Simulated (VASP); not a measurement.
Data:

```yaml
crystal:
  lattice:
    - [4.37329, 0.00000, 0.00000]
    - [0.00000, 4.37329, 0.00000]
    - [0.00000, 0.00000, 4.37329]
  atoms:
    - { symbol: Cu, position: [0.75000, 0.25000, 0.75000] }
    - { symbol: Cu, position: [0.25000, 0.75000, 0.75000] }
    - { symbol: Cu, position: [0.75000, 0.75000, 0.25000] }
    - { symbol: Cu, position: [0.25000, 0.25000, 0.25000] }
    - { symbol: O, position: [0.00000, 0.00000, 0.00000] }
    - { symbol: O, position: [0.50000, 0.50000, 0.50000] }
```

The numbers are results of vdW-DF2, VASP's PBE PAW potentials (set 64) (plane waves; VASP), not measurements. Settings: 520 eV cut-off, 5×5×5 Γ-centred mesh, Gaussian smearing of 0.050 eV, potentials Cu O.

Give the stress tensor in GPa (positive for a compressed cell).

```
3.10  0.00  0.00
0.00  3.10  0.00
0.00  0.00  3.10
```
The pressure is its mean diagonal, 3.10 GPa.

The compound is Cu2O in the cuprite structure. This cell is one point of a volume scan, at 0.97 of the reference volume.
